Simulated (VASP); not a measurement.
Input of a VASP 6.6.1 run:

File INCAR:

```
SYSTEM = PmSe
PREC = Accurate
ENCUT = 520
EDIFF = 1E-6
ISMEAR = 0
SIGMA = 0.05
LREAL = .False.
LASPH = .True.
NELM = 150
ALGO = Normal
ISIF = 2
LWAVE = .False.
LCHARG = .False.
ISPIN = 2
MAGMOM = 4 -2 0 0
LORBIT = 11
LMAXMIX = 6
LDAU = .True.
LDAUTYPE = 2
LDAUL = 3 -1
LDAUU = 5 0
LDAUJ = 0 0
LDAUPRINT = 1
GGA = PE
NBANDS = 33
```

File KPOINTS:

```
Automatic mesh
0
Gamma
  5 5 5
  0 0 0
```

Contents of POSCAR:

```
PmSe
1.0
    3.2231904100      3.2231904100      6.4463808200
    3.2231904100     -3.2231904100      0.0000000000
    3.2231904100      3.2231904100      0.0000000000
Pm Se
2 2
Direct
    0.0000000000      0.0000000000      0.0000000000
    0.5000000000      0.5000000000      0.0000000000
    0.2500000000      0.0000000000      0.2500000000
    0.7500000000      0.5000000000      0.2500000000
```

Potentials or basis: VASP PAW PBE potentials, release 64 (Pm, Se).

Command:

```sh
$ cat potpaw_PBE.64/Pm/POTCAR potpaw_PBE.64/Se/POTCAR > POTCAR
$ mpirun -np 1 vasp_std > vasp.out
```

Predict the site moments.

Pm +4.82, -4.80; Se -0.00 μB.

Estimate the pressure.

9.7 GPa.

Eigenvalues of the final occupation matrices:
| site | spin | trace | eigenvalues |
| --- | --- | --- | --- |
| site 1 f | 1 | 4.82 | 0.00 0.00 0.93 0.96 0.97 0.97 0.97 |
| site 1 f | 2 | 0.01 | 0.00 0.00 0.00 0.00 0.00 0.00 0.00 |
| site 2 f | 1 | 0.01 | 0.00 0.00 0.00 0.00 0.00 0.00 0.00 |
| site 2 f | 2 | 4.79 | 0.00 0.00 0.89 0.97 0.97 0.97 0.97 |

Caveat: the magnetic or orbital state may not be the lowest; spin-orbit coupling is left out, which moves the levels of the heavy elements; an odd mesh through Γ misses points on the zone boundary, where band edges often lie. The state reached can hang on the start; a lower one may exist.
